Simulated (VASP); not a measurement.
Write the native input for VASP 6.6.1 that does the following.

- Task: band structure
- Functional: PBE
- Potentials or basis: VASP PAW PBE potentials, release 64 (Si, Sb, Te)
- Cutoff: 520 eV
- k mesh: 4 × 4 × 4
- Occupations: gaussian, width 0.1 eV
- Spin: spin-orbit coupling, no magnetisation
- Further INCAR settings: ALGO = Normal; EDIFF = 1e-06

The structure of Si2Sb2Te lies in POSCAR:

```
Si2Sb2Te
1.0
    6.1531500000     -3.6153500000      0.0000000000
    6.1531500000      3.6153500000      0.0000000000
    0.0000000000      0.0000000000      6.8662800000
Si Sb Te
4 4 2
Direct
    0.6815150000      0.9803850000      0.2126040000
    0.0196150000      0.3184850000      0.2126040000
    0.9803850000      0.6815150000      0.7126040000
    0.3184850000      0.0196150000      0.7126040000
    0.0472840000      0.6559830000      0.3301100000
    0.3440170000      0.9527160000      0.3301100000
    0.9527160000      0.3440170000      0.8301100000
    0.6559830000      0.0472840000      0.8301100000
    0.6876430000      0.3123570000      0.3527890000
    0.3123570000      0.6876430000      0.8527890000
```

The cell was built by a generator and needn't be a form met in nature.

The input as run:

INCAR

```
PREC = Accurate ; ENCUT = 520
EDIFF = 1E-6 ; ISMEAR = 0
SIGMA = 0.1 ; LREAL = False
LASPH = True ; NELM = 80
ALGO = Normal ; ISIF = 2
LWAVE = False ; LCHARG = False
MAGMOM = 0 0 0 0 0 0 0 0 0 0 0 0 0 0 0 0 0 0 0 0 0 0 0 0 0 0 0 0 0 0 ; LORBIT = 11
LSORBIT = True ; GGA_COMPAT = False
GGA = PE ; KPAR = 8
```

KPOINTS

```
regular mesh
0
Gamma
  4 4 4
```

KPOINTS_OPT

```
path GXSRAZGYX1A1TY,ZT
20
line-mode
reciprocal
 0.0000000000  0.0000000000  0.0000000000  G
 0.3363069360 -0.3363069360  0.0000000000  X

 0.3363069360 -0.3363069360  0.0000000000  X
 0.0000000000 -0.5000000000  0.0000000000  S

 0.0000000000 -0.5000000000  0.0000000000  S
 0.0000000000 -0.5000000000 -0.5000000000  R

 0.0000000000 -0.5000000000 -0.5000000000  R
 0.3363069360 -0.3363069360 -0.5000000000  A

 0.3363069360 -0.3363069360 -0.5000000000  A
 0.0000000000  0.0000000000 -0.5000000000  Z

 0.0000000000  0.0000000000 -0.5000000000  Z
 0.0000000000  0.0000000000  0.0000000000  G

 0.0000000000  0.0000000000  0.0000000000  G
-0.5000000000 -0.5000000000  0.0000000000  Y

-0.5000000000 -0.5000000000  0.0000000000  Y
-0.3363069360 -0.6636930640  0.0000000000  X1

-0.3363069360 -0.6636930640  0.0000000000  X1
-0.3363069360 -0.6636930640 -0.5000000000  A1

-0.3363069360 -0.6636930640 -0.5000000000  A1
-0.5000000000 -0.5000000000 -0.5000000000  T

-0.5000000000 -0.5000000000 -0.5000000000  T
-0.5000000000 -0.5000000000  0.0000000000  Y

 0.0000000000  0.0000000000 -0.5000000000  Z
-0.5000000000 -0.5000000000 -0.5000000000  T
```

Potentials or basis: VASP PAW PBE potentials, release 64 (Si, Sb, Te).

The run is started by

```bash
$ cat potpaw_PBE.64/Si/POTCAR potpaw_PBE.64/Sb/POTCAR potpaw_PBE.64/Te/POTCAR > POTCAR
$ mpirun -np 8 vasp_ncl > vasp.out
```

It gave:

```
Pressure                                              : 0.1 GPa
Largest force                                         : 0.027 eV/Å
Valence electrons inside the program's atomic spheres : Si 1.59; Sb 2.43; Te 3.39
```

It took 13 min on 8 MPI ranks on Intel(R) Xeon(R) 6975P-C (Granite Rapids), on a shared host, peak memory 1.7 GiB a rank.
